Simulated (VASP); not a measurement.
Data:

```
Au
1.0
    2.88564     0.00000     0.00000
    0.00000     4.08091     0.00000
    0.00000     0.00000    26.54593
Au
8
Direct
  0.00000   0.00000   0.30977
  0.50000   0.50000   0.36412
  0.00000   0.00000   0.41847
  0.50000   0.50000   0.47282
  0.00000   0.00000   0.52718
  0.50000   0.50000   0.58153
  0.00000   0.00000   0.63588
  0.50000   0.50000   0.69023
```

Method: PBEsol GGA, VASP's PBE PAW potentials (set 64) (plane waves; VASP). Numerical set-up: PREC = Normal, EDIFF = 1E-5, 400 eV cut-off, 10×7×1 Γ-centred mesh, first-order Methfessel-Paxton smearing of 0.10 eV, potentials Au.

Q: The ions are relaxed. Give the cell that the relaxation ends in.

A: 
```
Au
1.0
    2.88564     0.00000     0.00000
    0.00000     4.08091     0.00000
    0.00000     0.00000    26.54593
Au
8
Direct
  0.00000   0.00000   0.31328
  0.50000   0.50000   0.36047
  0.00000   0.00000   0.41957
  0.50000   0.50000   0.47200
  0.00000   0.00000   0.52800
  0.50000   0.50000   0.58043
  0.00000   0.00000   0.63953
  0.50000   0.50000   0.68672
```

Q: How much energy does the relaxation gain?

A: The energy (σ→0) changes by -13.5 meV/atom, in 6 ionic steps.

| step | E(σ→0) (eV) | max force (eV/Å) | pressure (GPa) | volume (Å³) |
|---|---|---|---|---|
| 1 | -29.4266 | 0.551 | -1.75 | 312.61 |
| 2 | -29.4759 | 0.395 | -1.62 | 312.61 |
| 3 | -29.5289 | 0.121 | -1.20 | 312.61 |
| 4 | -29.5300 | 0.134 | -1.10 | 312.61 |
| 5 | -29.5336 | 0.066 | -1.09 | 312.61 |
| 6 | -29.5348 | 0.029 | -1.09 | 312.61 |

The cell is a thin slab with vacuum, built from Au (fcc): (110) face.
